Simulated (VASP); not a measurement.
VASP input:

File POSCAR:
```
Mg3Cd
1.0
  3.1100994861   0.0000000000   0.0000000000
 -1.5550497431   2.6934253711   0.0000000000
  0.0000000000   0.0000000000   9.8623070569
Mg Cd
3 1
Direct
  0.0000000000   0.0000000000   0.0000000000
  0.3333330000   0.6666670000   0.7423584788
  0.3333330000   0.6666670000   0.2576415212
  0.0000000000   0.0000000000   0.5000000000
```

**KPOINTS**
```
Automatic mesh
0
Gamma
10 10 3
0 0 0
```

**INCAR**
```
SYSTEM = Mg3Cd
PREC = Accurate; ENCUT = 400; LREAL = .FALSE.
LASPH = .TRUE.
EDIFF = 1E-8; NELM = 100; ALGO = Normal
LMAXMIX = 4
ISMEAR = 1; SIGMA = 0.1
IBRION = 1; NSW = 30; ISIF = 2
EDIFFG = -0.001
LWAVE = .FALSE.; LCHARG = .FALSE.
```

POTCAR, in this order: Mg Cd (LDA.64 set). Program: vasp_std.

**Question.** Write an equivalent input for Ansatz.

**Answer.** One equivalent input (not run):
Ansatz 0.2 input:
```yaml
crystal:
  lattice:
    - [3.1100995, 0.0000000, 0.0000000]
    - [-1.5550497, 2.6934254, 0.0000000]
    - [0.0000000, 0.0000000, 9.8623071]
  atoms:
    - { symbol: Mg, position: [0.0000000, 0.0000000, 0.0000000] }
    - { symbol: Mg, position: [0.3333330, 0.6666670, 0.7423585] }
    - { symbol: Mg, position: [0.3333330, 0.6666670, 0.2576415] }
    - { symbol: Cd, position: [0.0000000, 0.0000000, 0.5000000] }
kpoints:
  mp_grid: { grid: [10, 10, 3] }
hamiltonian:
  xc: lda
  pseudopotentials: { kind: paw }
scf:
  occupations: { method: methfessel_paxton, width: 0.1 }
  max_iter: 100
relax:
  max_steps: 30
  f_tol: 0.001
output: { forces: true, stress: true, eigenvalues: true }
```
What does not carry over: each code has its own PAW files, so the cut-off isn't converted (ENCUT is set for VASP's; basis.ecutwfc is left out, and Ansatz then takes the one that its files recommend); Ansatz stops its SCF on the density residual and VASP on the energy change (EDIFF); Ansatz's lda is the Perdew-Wang form, while the LDA potentials of VASP carry Perdew-Zunger's.

The structure comes from a computed database's Mg3Cd entry (P-6m2); how it stands against other phases isn't given here. This run relaxes the ions in a fixed cell. Symmetry was kept, so distortions that lower it aren't found. The start is the result of an earlier pass.
